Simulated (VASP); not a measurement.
These are HSE06 screened hybrid, VASP's PBE PAW potentials (set 64) (plane waves; VASP) values and carry that method's errors.

VASP input:

INCAR:
```
SYSTEM = NiSi64
PREC = Normal
ENCUT = 400
EDIFF = 1E-5
NELM = 50
ALGO = Normal
LREAL = Auto
LASPH = .TRUE.
ISMEAR = 0
SIGMA = 0.05
GGA = PE
LMAXMIX = 4
ISPIN = 2
MAGMOM = 0.0 0.0 0.0 0.0 0.0 0.0 0.0 0.0 0.0 0.0 0.0 0.0 0.0 0.0 0.0 0.0 0.0 0.0 0.0 0.0 0.0 0.0 0.0 0.0 0.0 0.0 0.0 0.0 0.0 0.0 0.0 0.0 0.0 0.0 0.0 0.0 0.0 0.0 0.0 0.0 0.0 0.0 0.0 0.0 0.0 0.0 0.0 0.0 0.0 0.0 0.0 0.0 0.0 0.0 0.0 0.0 0.0 0.0 0.0 0.0 0.0 0.0 0.0 0.0 3.0
LORBIT = 10
LWAVE = .FALSE.
LCHARG = .FALSE.
NELMIN = 4
ISYM = 0
NELECT = 265.0
HFSCREEN = 0.2
AEXX = 0.25
LHFCALC = .TRUE.
PRECFOCK = Fast
ISIF = 0
```

### KPOINTS
```
Automatic mesh
0
gamma
  1 1 1
```

POSCAR:
```
NiSi64
1
   10.9370747000     0.0000000000     0.0000000000
    0.0000000000    10.9370747000     0.0000000000
    0.0000000000     0.0000000000    10.9370747000
Si Ni
64 1
Direct
  0.5001595891   0.9997045266   0.0012323815
  0.6263637461   0.1279863171   0.1225856287
  0.7518452193   0.2516392212   0.9985770872
  0.8754500279   0.3754526352   0.1257661978
  0.7482476667   0.0001941593   0.2494435368
  0.8731318330   0.1232956564   0.3761530819
  0.9988542712   0.9982450677   0.0009800864
  0.1223194950   0.1222004375   0.1285970963
  0.2477383625   0.2448572749   0.0036036277
  0.3716430258   0.3756355288   0.1214630704
  0.4996235392   0.4988408218   0.0000250493
  0.6232628429   0.6231970229   0.1271303581
  0.7486141478   0.7469152499   0.0018789051
  0.8726584227   0.8746380422   0.1249535412
  0.2485494351   0.9965314451   0.2518763174
  0.3744053542   0.1214813623   0.3758308413
  0.5002185059   0.2432855180   0.2508860579
  0.6288601717   0.3746507049   0.3782161040
  0.7503524450   0.4986838254   0.2510499254
  0.8750962519   0.6243276111   0.3752383074
  0.4986706882   0.9967708428   0.5018085841
  0.6220171630   0.1222761988   0.6282923155
  0.7474015107   0.2447913188   0.5029582159
  0.8721401967   0.3740048297   0.6251055281
  0.7497291092   0.9980781778   0.7519551315
  0.8754953353   0.1245354608   0.8749838065
  0.0004272982   0.4995897708   0.0012121360
  0.1239495916   0.6301633427   0.1229942488
  0.2516451865   0.7511658039   0.9988631673
  0.3750899122   0.8756694646   0.1257030216
  0.9976136694   0.2481345278   0.2518595576
  0.1223862719   0.3744780426   0.3751782187
  0.2415977515   0.5004407611   0.2471323859
  0.3742142828   0.6275322578   0.3752729020
  0.4995937727   0.7500558868   0.2507777361
  0.6246295990   0.8758346169   0.3749037613
  0.0007183427   0.9996324896   0.5016019234
  0.1252443008   0.1279090499   0.6241068137
  0.2520119224   0.2510566205   0.4985134140
  0.3750180037   0.3742844796   0.6283709581
  0.5030570976   0.4991686393   0.5082017031
  0.6260523375   0.6302831562   0.6250120252
  0.7515899097   0.7513240812   0.4985940051
  0.8754815764   0.8754802170   0.6260346149
  0.2480320583   0.0000848046   0.7491913549
  0.3732876636   0.1233634812   0.8767103219
  0.4986565370   0.2480679314   0.7531830939
  0.6246514653   0.3756269479   0.8746515829
  0.7483929109   0.5000298638   0.7491811180
  0.8738759222   0.6244979941   0.8757621531
  0.9986712544   0.7504407226   0.2512625947
  0.1247697696   0.8727616323   0.3776574443
  0.9980645829   0.4978148892   0.5011771331
  0.1224877284   0.6215430434   0.6279226289
  0.2478218158   0.7444494904   0.5029602414
  0.3723882942   0.8733290293   0.6255548641
  0.9996787296   0.2498972228   0.7505398860
  0.1249840051   0.3734485488   0.8780877692
  0.2490480852   0.4975979322   0.7526908600
  0.3748315716   0.6242783700   0.8751763956
  0.4987644977   0.7504341745   0.7515055130
  0.6251276780   0.8741232696   0.8773536158
  0.9990670700   0.7488540152   0.7514531449
  0.1242691902   0.8755592263   0.8747767757
  0.4228209870   0.4241419454   0.3268121321
```

POTCAR, in this order: Si Ni (PBE.64 set). Program: vasp_gam. Read from the step before: WAVECAR.

The run wrote:

OUTCAR:
```
 ion  position               nearest neighbor table
   1  0.500  1.000  0.001-  30 2.36  62 2.36  46 2.37   2 2.37
   2  0.626  0.128  0.123-  17 2.34   3 2.36   1 2.37   5 2.38
   3  0.752  0.252  0.999-   2 2.36  26 2.36   4 2.37  48 2.37
   4  0.875  0.375  0.126-  19 2.36  27 2.36   3 2.37  31 2.37
   5  0.748  0.000  0.249-  36 2.36  14 2.36   6 2.37   2 2.38
   6  0.873  0.123  0.376-  31 2.36  23 2.36   5 2.37  37 2.38
   7  0.999  0.998  0.001-  14 2.36  64 2.36   8 2.37  26 2.37
   8  0.122  0.122  0.129-   9 2.36  31 2.36   7 2.37  15 2.37
   9  0.248  0.245  0.004-  10 2.35   8 2.36  46 2.36  58 2.38
  10  0.372  0.376  0.121-  11 2.35   9 2.35  65 2.37  33 2.40  17 2.47
  11  0.500  0.499  0.000-  10 2.35  48 2.36  60 2.37  12 2.37
  12  0.623  0.623  0.127-  35 2.36  13 2.36  11 2.37  19 2.37
  13  0.749  0.747  0.002-  50 2.36  12 2.36  14 2.37  62 2.37
  14  0.873  0.875  0.125-   7 2.36   5 2.36  13 2.37  51 2.38
  15  0.249  0.997  0.252-  52 2.36  30 2.36  16 2.37   8 2.37
  16  0.374  0.121  0.376-  17 2.35  15 2.37  39 2.37  21 2.37
  17  0.500  0.243  0.251-  65 2.31   2 2.34  16 2.35  18 2.45  10 2.47
  18  0.629  0.375  0.378-  19 2.35  23 2.36  65 2.38  41 2.40  17 2.45
  19  0.750  0.499  0.251-  18 2.35   4 2.36  20 2.37  12 2.37
  20  0.875  0.624  0.375-  51 2.36  43 2.36  19 2.37  53 2.37
  21  0.499  0.997  0.502-  56 2.36  36 2.36  16 2.37  22 2.37
  22  0.622  0.122  0.628-  23 2.36  47 2.36  21 2.37  25 2.37
  23  0.747  0.245  0.503-  22 2.36  18 2.36   6 2.36  24 2.38
  24  0.872  0.374  0.625-  53 2.36  49 2.36  23 2.38  57 2.38
  25  0.750  0.998  0.752-  62 2.36  44 2.36  26 2.37  22 2.37
  26  0.875  0.125  0.875-  57 2.36   3 2.36  25 2.37   7 2.37
  27  0.000  0.500  0.001-   4 2.36  58 2.36  28 2.37  50 2.38
  28  0.124  0.630  0.123-  33 2.35  29 2.35  51 2.36  27 2.37
  29  0.252  0.751  0.999-  28 2.35  60 2.36  30 2.37  64 2.37
  30  0.375  0.876  0.126-   1 2.36  15 2.36  29 2.37  35 2.37
  31  0.998  0.248  0.252-   6 2.36   8 2.36  32 2.36   4 2.37
  32  0.122  0.374  0.375-  33 2.36  53 2.36  31 2.36  39 2.38
  33  0.242  0.500  0.247-  65 2.32  28 2.35  32 2.36  10 2.40  34 2.45
  34  0.374  0.628  0.375-  55 2.34  65 2.35  35 2.35  33 2.45  41 2.46
  35  0.500  0.750  0.251-  34 2.35  12 2.36  36 2.37  30 2.37
  36  0.625  0.876  0.375-   5 2.36  21 2.36  35 2.37  43 2.37
  37  0.001  1.000  0.502-  44 2.36  52 2.37  38 2.37   6 2.38
  38  0.125  0.128  0.624-  57 2.36  37 2.37  39 2.37  45 2.37
  39  0.252  0.251  0.499-  16 2.37  38 2.37  40 2.38  32 2.38
  40  0.375  0.374  0.628-  41 2.36  59 2.36  47 2.37  39 2.38
  41  0.503  0.499  0.508-  65 2.32  42 2.34  40 2.36  18 2.40  34 2.46
  42  0.626  0.630  0.625-  41 2.34  43 2.36  61 2.36  49 2.38
  43  0.752  0.751  0.499-  42 2.36  20 2.36  36 2.37  44 2.37
  44  0.875  0.875  0.626-  37 2.36  25 2.36  43 2.37  63 2.37
  45  0.248  0.000  0.749-  64 2.36  56 2.37  38 2.37  46 2.37
  46  0.373  0.123  0.877-  47 2.36   9 2.36   1 2.37  45 2.37
  47  0.499  0.248  0.753-  46 2.36  22 2.36  40 2.37  48 2.37
  48  0.625  0.376  0.875-  49 2.36  11 2.36  47 2.37   3 2.37
  49  0.748  0.500  0.749-  48 2.36  24 2.36  50 2.38  42 2.38
  50  0.874  0.624  0.876-  13 2.36  63 2.36  49 2.38  27 2.38
  51  0.999  0.750  0.251-  20 2.36  28 2.36  52 2.37  14 2.38
  52  0.125  0.873  0.378-  15 2.36  51 2.37  37 2.37  55 2.38
  53  0.998  0.498  0.501-  32 2.36  24 2.36  54 2.37  20 2.37
  54  0.122  0.622  0.628-  55 2.36  63 2.36  53 2.37  59 2.37
  55  0.248  0.744  0.503-  34 2.34  54 2.36  56 2.38  52 2.38
  56  0.372  0.873  0.626-  21 2.36  45 2.37  61 2.37  55 2.38
  57  1.000  0.250  0.751-  26 2.36  38 2.36  58 2.38  24 2.38
  58  0.125  0.373  0.878-  59 2.36  27 2.36  57 2.38   9 2.38
  59  0.249  0.498  0.753-  58 2.36  40 2.36  60 2.37  54 2.37
  60  0.375  0.624  0.875-  61 2.36  29 2.36  59 2.37  11 2.37
  61  0.499  0.750  0.752-  60 2.36  42 2.36  56 2.37  62 2.37
  62  0.625  0.874  0.877-  25 2.36   1 2.36  13 2.37  61 2.37
  63  0.999  0.749  0.751-  50 2.36  54 2.36  64 2.37  44 2.37
  64  0.124  0.876  0.875-  45 2.36   7 2.36  63 2.37  29 2.37
  65  0.423  0.424  0.327-  17 2.31  41 2.32  33 2.32  34 2.35  10 2.37  18 2.38
 Subroutine IBZKPT returns following result:
 Found      1 irreducible k-points:

 Following reciprocal coordinates:
            Coordinates               Weight
  0.000000  0.000000  0.000000      1.000000
 Subroutine IBZKPT_HF returns following result:
   k-points           NKPTS =      1   k-points in BZ     NKDIM =      1   number of bands    NBANDS=    167
   number of dos      NEDOS =    301   number of ions     NIONS =     65
...
```

OSZICAR:
```
       N       E                     dE             d eps       ncg     rms          rms(c)
DAV:   1    -0.408631362918E+03   -0.40863E+03   -0.13225E+01   922   0.138E+01    0.199E+01
DAV:   2    -0.408745875391E+03   -0.11451E+00   -0.37909E+00   810   0.185E+01    0.133E+01
DAV:   3    -0.408785494900E+03   -0.39620E-01   -0.38599E+00   746   0.170E+01    0.857E+00
DAV:   4    -0.408653806367E+03    0.13169E+00   -0.33312E+00   746   0.191E+01    0.586E+00
DAV:   5    -0.408681303756E+03   -0.27497E-01   -0.26028E+00   746   0.145E+01    0.417E+00
DAV:   6    -0.408615743766E+03    0.65560E-01   -0.21222E+00   746   0.154E+01    0.337E+00
DAV:   7    -0.408629357398E+03   -0.13614E-01   -0.17065E+00   746   0.119E+01    0.271E+00
DAV:   8    -0.408596566122E+03    0.32791E-01   -0.13138E+00   746   0.120E+01    0.239E+00
DAV:   9    -0.408623962934E+03   -0.27397E-01   -0.10082E+00   746   0.943E+00    0.197E+00
DAV:  10    -0.408644536676E+03   -0.20574E-01   -0.77483E-01   762   0.873E+00    0.181E+00
DAV:  11    -0.408647665571E+03   -0.31289E-02   -0.54816E-01   778   0.736E+00    0.141E+00
DAV:  12    -0.408642226821E+03    0.54387E-02   -0.34380E-01   762   0.593E+00    0.121E+00
DAV:  13    -0.408641328759E+03    0.89806E-03   -0.20968E-01   778   0.469E+00    0.904E-01
DAV:  14    -0.408639738270E+03    0.15905E-02   -0.11517E-01   776   0.346E+00    0.723E-01
DAV:  15    -0.408639493511E+03    0.24476E-03   -0.63222E-02   792   0.260E+00    0.526E-01
DAV:  16    -0.408639271899E+03    0.22161E-03   -0.31401E-02   800   0.179E+00    0.404E-01
DAV:  17    -0.408639279610E+03   -0.77106E-05   -0.16197E-02   816   0.131E+00    0.288E-01
DAV:  18    -0.408639301864E+03   -0.22255E-04   -0.76889E-03   808   0.862E-01    0.215E-01
DAV:  19    -0.408639337588E+03   -0.35724E-04   -0.37355E-03   824   0.621E-01    0.150E-01
DAV:  20    -0.408639368853E+03   -0.31265E-04   -0.17316E-03   866   0.387E-01    0.109E-01
DAV:  21    -0.408639391562E+03   -0.22709E-04   -0.83867E-04   857   0.280E-01    0.754E-02
DAV:  22    -0.408639405484E+03   -0.13922E-04   -0.39793E-04   786   0.175E-01    0.555E-02
DAV:  23    -0.408639412981E+03   -0.74976E-05   -0.20789E-04   722   0.137E-01    0.388E-02
DAV:  24    -0.408639417681E+03   -0.46992E-05   -0.10208E-04   610   0.845E-02    0.288E-02
DAV:  25    -0.408639420413E+03   -0.27319E-05   -0.57070E-05   657   0.694E-02
   1 F= -.40863942E+03 E0= -.40863942E+03  d E =-.876266E-10  mag=     1.0001
```

### OUTCAR
```
------------------------ aborting loop because EDIFF is reached ----------------------------------------
  volume of cell :     1308.29
      direct lattice vectors                 reciprocal lattice vectors
    10.937074700  0.000000000  0.000000000     0.091432127  0.000000000  0.000000000
     0.000000000 10.937074700  0.000000000     0.000000000  0.091432127  0.000000000
     0.000000000  0.000000000 10.937074700     0.000000000  0.000000000  0.091432127
 POSITION                                       TOTAL-FORCE (eV/Angst)
 -----------------------------------------------------------------------------------
      5.47028     10.93384      0.01348        -0.020968      0.016571     -0.014467
      6.85059      1.39980      1.34073        -0.006719     -0.046349      0.002970
      8.22299      2.75220     10.92151        -0.003705      0.034247     -0.007351
      9.57486      4.10635      1.37551         0.008202     -0.041541      0.021965
      8.18364      0.00212      2.72818         0.022369      0.011565      0.027737
      9.54951      1.34849      4.11401         0.012709     -0.025038      0.003987
     10.92454     10.91788      0.01072         0.005260      0.028812     -0.025749
      1.33782      1.33652      1.40648        -0.002894     -0.013916     -0.002177
      2.70953      2.67802      0.03941         0.014216     -0.019020     -0.030420
      4.06469      4.10835      1.32845        -0.019392      0.062786      0.060527
      5.46442      5.45586      0.00027        -0.000358      0.039420     -0.011544
      6.81667      6.81595      1.39043         0.003577     -0.025358      0.003978
      8.18765      8.16907      0.02055         0.006991      0.034378     -0.012668
      9.54433      9.56598      1.36663         0.006842     -0.022372      0.018476
      2.71840     10.89914      2.75479         0.019905      0.037776     -0.002198
      4.09490      1.32865      4.11049        -0.008054     -0.026062      0.017055
      5.47093      2.66083      2.74396        -0.055645      0.061369      0.055364
      6.87789      4.09758      4.13658        -0.071276      0.065864      0.014708
      8.20666      5.45414      2.74575         0.012352      0.044635     -0.016661
      9.57099      6.82832      4.10401         0.008300     -0.024424      0.013796
      5.45400     10.90176      5.48832         0.011692      0.025372     -0.000500
      6.80305      1.33734      6.87168        -0.005585     -0.019858     -0.015235
      8.17439      2.67730      5.50089         0.026586     -0.031379      0.006671
      9.53866      4.09052      6.83683         0.014347     -0.000763      0.014410
      8.19984     10.91606      8.22419         0.000909      0.030539     -0.014932
      9.57536      1.36205      9.56976        -0.010881     -0.022010      0.005311
      0.00467      5.46405      0.01326        -0.008215     -0.007426     -0.016473
      1.35565      6.89214      1.34520        -0.036442      0.050577     -0.011225
      2.75226      8.21556     10.92464        -0.009190      0.018283     -0.002422
      4.10239      9.57726      1.37482        -0.011724     -0.027576      0.002387
     10.91098      2.71387      2.75461        -0.000371      0.036335     -0.005296
      1.33855      4.09569      4.10335        -0.032172     -0.034812      0.009525
      2.64237      5.47336      2.70291         0.079833     -0.120255      0.021975
      4.09281      6.86337      4.10439         0.020338     -0.037574     -0.048981
      5.46409      8.20342      2.74277         0.004428      0.010403      0.002809
      6.83162      9.57907      4.10035        -0.015695     -0.026912      0.016259
      0.00786     10.93306      5.48606        -0.001905      0.015936     -0.016486
      1.36981      1.39895      6.82590        -0.001246     -0.044397      0.010564
      2.75627      2.74583      5.45228        -0.038654      0.005295      0.035043
      4.10160      4.09358      6.87254         0.003264     -0.037964      0.011628
      5.50197      5.45944      5.55824        -0.007988     -0.115281     -0.062731
      6.84718      6.89345      6.83580         0.005052      0.039469      0.040861
      8.22019      8.21729      5.45316        -0.001984      0.013291      0.000487
      9.57521      9.57519      6.84699        -0.009497     -0.028610      0.008056
      2.71275      0.00093      8.19396         0.019352      0.008594      0.005063
      4.08268      1.34924      9.58865         0.013302     -0.027044     -0.009372
      5.45384      2.71314      8.23762         0.003893      0.030681     -0.008326
      6.83186      4.10826      9.56613        -0.017982     -0.044354      0.005316
      8.18523      5.46886      8.19385         0.019065     -0.010122      0.006338
      9.55765      6.83018      9.57828         0.006916     -0.018580     -0.004660
     10.92254      8.20763      2.74808        -0.000216      0.018856     -0.007558
      1.36462      9.54546      4.13047        -0.027424     -0.002691     -0.020329
     10.91591      5.44464      5.48141        -0.010336      0.037219     -0.009481
      1.33966      6.79786      6.86764         0.003398     -0.028447      0.000832
      2.71045      8.14210      5.50091         0.008639      0.033557      0.010218
      4.07284      9.55166      6.84174         0.021527     -0.006134      0.018210
     10.93356      2.73314      8.20871        -0.009070      0.001115     -0.002737
      1.36696      4.08443      9.60371        -0.011283      0.011806     -0.014949
      2.72386      5.44227      8.23224         0.007137      0.046923      0.004718
      4.09956      6.82778      9.57187         0.000084     -0.021642     -0.011223
      5.45502      8.20755      8.21927         0.007332      0.016310     -0.005694
      6.83707      9.56035      9.59568        -0.016743     -0.018264     -0.006191
     10.92687      8.19027      8.21870        -0.006680      0.019117     -0.004811
      1.35914      9.57606      9.56750        -0.011626     -0.027469      0.009466
      4.62442      4.63887      3.57437         0.094103      0.096541     -0.063862
 -----------------------------------------------------------------------------------
    total drift:                                0.004665      0.005956     -0.021766
  FREE ENERGIE OF THE ION-ELECTRON SYSTEM (eV)
  ---------------------------------------------------
  free  energy   TOTEN  =      -408.6394204125 eV

  energy  without entropy=     -408.6394204125  energy(sigma->0) =     -408.63942041

  exchange ACFDT corr.  =         0.00000000  see jH, gK, PRB 81, 115126

 total charge

# of ion       s       p       d       tot
------------------------------------------
    1        0.749   0.960   0.000   1.710
    2        0.749   0.956   0.000   1.705
    3        0.748   0.963   0.000   1.711
    4        0.747   0.964   0.000   1.711
    5        0.750   0.960   0.000   1.709
    6        0.749   0.960   0.000   1.710
    7        0.747   0.962   0.000   1.709
    8        0.748   0.963   0.000   1.711
    9        0.749   0.955   0.000   1.704
   10        0.740   0.959   0.000   1.699
   11        0.749   0.963   0.000   1.712
   12        0.748   0.960   0.000   1.708
   13        0.747   0.962   0.000   1.709
   14        0.748   0.961   0.000   1.708
   15        0.748   0.963   0.000   1.711
   16        0.750   0.961   0.000   1.711
   17        0.746   0.955   0.000   1.700
   18        0.739   0.963   0.000   1.703
   19        0.749   0.963   0.000   1.712
   20        0.747   0.963   0.000   1.710
   21        0.748   0.962   0.000   1.710
   22        0.748   0.962   0.000   1.710
   23        0.749   0.954   0.000   1.703
...
```
(Selected blocks of OUTCAR.)

The cell is charged, with a uniform compensating background. The supercell is sampled at Γ alone, which is coarse: total energies, pressure and levels can be off, energies of defects by several tenths of an eV.

The cell is a supercell with a defect, built from Si (diamond): Ni_i, charge +1. The cell's shape comes from a PBE relaxation.
